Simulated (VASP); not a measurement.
Output of a VASP run:

File OSZICAR:
```
       N       E                     dE             d eps       ncg     rms          rms(c)
DAV:   1    -0.164255140607E+01   -0.16426E+01   -0.85898E+02  1530   0.316E+02
DAV:   2    -0.406712952731E+01   -0.24246E+01   -0.20744E+01  1825   0.317E+01
DAV:   3    -0.408589080010E+01   -0.18761E-01   -0.18761E-01  1860   0.360E+00
DAV:   4    -0.408594962873E+01   -0.58829E-04   -0.58829E-04  1915   0.197E-01
DAV:   5    -0.408594997370E+01   -0.34497E-06   -0.34503E-06  1995   0.126E-02    0.163E+00
DAV:   6    -0.406736660325E+01    0.18583E-01   -0.15839E-03  1685   0.268E-01    0.917E-01
DAV:   7    -0.405482364015E+01    0.12543E-01   -0.44726E-03  1690   0.434E-01    0.201E-01
DAV:   8    -0.405480432767E+01    0.19312E-04   -0.30407E-05  1955   0.572E-02    0.330E-02
DAV:   9    -0.405480383049E+01    0.49718E-06   -0.32382E-07  1665   0.476E-03
   1 F= -.31378375E+01 E0= -.31379157E+01  d E =-.313784E+01
```

**OUTCAR**
```
------------------------ aborting loop because EDIFF is reached ----------------------------------------
  FORCE on cell =-STRESS in cart. coord.  units (eV):
  Direction    XX          YY          ZZ          XY          YZ          ZX
  --------------------------------------------------------------------------------------
  Total        0.9162973      0.9162973      0.9162973     -0.0000000     -0.0000000     -0.0000000
  in kB       99.9270432     99.9270432     99.9270432     -0.0000000     -0.0000000     -0.0000000
  external PRESSURE =      -0.0729568 kB  Pullay stress =     100.0000000 kB
  volume of cell :       14.69
      direct lattice vectors                 reciprocal lattice vectors
     0.000000000  1.943918209  1.943918209    -0.257212468  0.257212468  0.257212468
     1.943918209  0.000000000  1.943918209     0.257212468 -0.257212468  0.257212468
     1.943918209  1.943918209  0.000000000     0.257212468  0.257212468 -0.257212468
 POSITION                                       TOTAL-FORCE (eV/Angst)
 -----------------------------------------------------------------------------------
      0.00000      0.00000      0.00000         0.000000      0.000000      0.000000
 -----------------------------------------------------------------------------------
    total drift:                               -0.000000     -0.000000     -0.000000
  FREE ENERGIE OF THE ION-ELECTRON SYSTEM (eV)
  ---------------------------------------------------
  free  energy   TOTEN  =        -4.0548038305 eV

  energy  without entropy=       -4.0550384310  energy(sigma->0) =       -4.05488203
  enthalpy is  TOTEN    =        -3.1378375260 eV   P V=        0.9169663045

 reached required accuracy - stopping structural energy minimisation
```
(Selected blocks of OUTCAR.)

File POSCAR:
```
Al
1
   -0.0000000000     1.9439182092     1.9439182092
    1.9439182092     0.0000000000     1.9439182092
    1.9439182092     1.9439182092     0.0000000000
Al
1
Direct
  0.0000000000   0.0000000000   0.0000000000
```

Q: Write an INCAR and KPOINTS that could have produced this output.

A: Several could match; the one computed here: the input of the run itself, PBEsol GGA, plane waves, VASP's PBE PAW potentials (set 64).

**INCAR**
```
SYSTEM  =  Al
PREC  =  Accurate; ENCUT  =  500; LREAL  =  .FALSE.
LASPH  =  .TRUE.
EDIFF  =  1E-6; NELM  =  100; ALGO  =  Normal
ISMEAR  =  1; SIGMA  =  0.1
GGA  =  PS
IBRION  =  2; NSW  =  40; ISIF  =  3
EDIFFG  =  -0.02; PSTRESS  =  100
LWAVE  =  .FALSE.; LCHARG  =  .FALSE.
```

**KPOINTS**
```
Automatic mesh
0
Gamma
16 16 16
0 0 0
```

POTCAR, in this order: Al (PBE.64 set). Program: vasp_std.

The compound is Al in the fcc structure. It was relaxed first under an external pressure of 10 GPa.
